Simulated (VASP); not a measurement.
OSZICAR of a VASP run on Pb (fcc):

File OSZICAR:
```
       N       E                     dE             d eps       ncg     rms          rms(c)
DAV:   1     0.101277933567E+03    0.10128E+03   -0.73437E+03  1871   0.150E+03
DAV:   2     0.383377982699E+00   -0.10089E+03   -0.98678E+02  1908   0.324E+02
DAV:   3    -0.388193745451E+01   -0.42653E+01   -0.42367E+01  2200   0.790E+01
DAV:   4    -0.397828861234E+01   -0.96351E-01   -0.96329E-01  2244   0.127E+01
DAV:   5    -0.398241039495E+01   -0.41218E-02   -0.41217E-02  2292   0.240E+00    0.695E-01
DAV:   6    -0.396563218842E+01    0.16778E-01   -0.23496E-02  2234   0.312E+00    0.323E-01
DAV:   7    -0.396110356384E+01    0.45286E-02   -0.96774E-03  2202   0.187E+00    0.915E-02
DAV:   8    -0.396076725415E+01    0.33631E-03   -0.43167E-04  2720   0.423E-01    0.968E-03
DAV:   9    -0.396076341190E+01    0.38423E-05   -0.88047E-06  2219   0.636E-02    0.452E-03
DAV:  10    -0.396076266053E+01    0.75137E-06   -0.37273E-07  1229   0.875E-03
   1 F= -.22435493E+01 E0= -.22435140E+01  d E =-.224355E+01
       N       E                     dE             d eps       ncg     rms          rms(c)
DAV:   1    -0.665283669900E+01   -0.26921E+01   -0.73206E+01  2163   0.175E+02    0.921E+00
DAV:   2    -0.404073072565E+01    0.26121E+01   -0.52652E+00  2121   0.643E+01    0.297E+00
DAV:   3    -0.374271343711E+01    0.29802E+00   -0.11040E+00  2334   0.250E+01    0.256E-01
DAV:   4    -0.374457700179E+01   -0.18636E-02   -0.22307E-02  1955   0.158E+00    0.129E-01
DAV:   5    -0.374685493098E+01   -0.22779E-02   -0.50626E-03  2086   0.437E-01    0.370E-02
DAV:   6    -0.374691186498E+01   -0.56934E-04   -0.29635E-04  2351   0.311E-01    0.780E-03
DAV:   7    -0.374691528951E+01   -0.34245E-05   -0.25744E-05  1978   0.392E-02    0.221E-03
DAV:   8    -0.374691566943E+01   -0.37992E-06   -0.49292E-07  1336   0.129E-02
   2 F= -.22353979E+01 E0= -.22351137E+01  d E =0.815139E-02
       N       E                     dE             d eps       ncg     rms          rms(c)
DAV:   1    -0.462930810469E+01   -0.88239E+00   -0.23519E+01  2181   0.123E+02    0.449E+00
DAV:   2    -0.398545866514E+01    0.64385E+00   -0.13050E+00  2157   0.255E+01    0.162E+00
DAV:   3    -0.388736358462E+01    0.98095E-01   -0.39973E-01  2523   0.138E+01    0.144E-01
DAV:   4    -0.388715446484E+01    0.20912E-03   -0.49841E-03  1995   0.921E-01    0.796E-02
DAV:   5    -0.388735758480E+01   -0.20312E-03   -0.29639E-03  1928   0.521E-01    0.434E-02
DAV:   6    -0.388722757162E+01    0.13001E-03   -0.29288E-04  2187   0.339E-01    0.883E-03
DAV:   7    -0.388722382505E+01    0.37466E-05   -0.27559E-05  2083   0.780E-02    0.115E-03
DAV:   8    -0.388722357812E+01    0.24693E-06   -0.41488E-07  1193   0.799E-03
   3 F= -.22704178E+01 E0= -.22701379E+01  d E =-.268685E-01
```

Task: Which electronic solver shows in the log?

Result: It is blocked Davidson (ALGO = Normal, or the opening steps of other solvers). The INCAR had ALGO = Normal.

Task: Can the final energy be trusted as converged?

Result: The run converged. It stopped with EDIFF = 1E-6, NELM = 100, NSW = 40 and EDIFFG = -0.02 after 3 ionic steps (PBEsol GGA, plane waves, VASP's PBE PAW potentials (set 64)). Energy and stress use the plane-wave basis of the starting cell.

The compound is Pb in the fcc structure. This run relaxes it under an external pressure of 10 GPa. Symmetry was kept, so distortions that lower it aren't found.
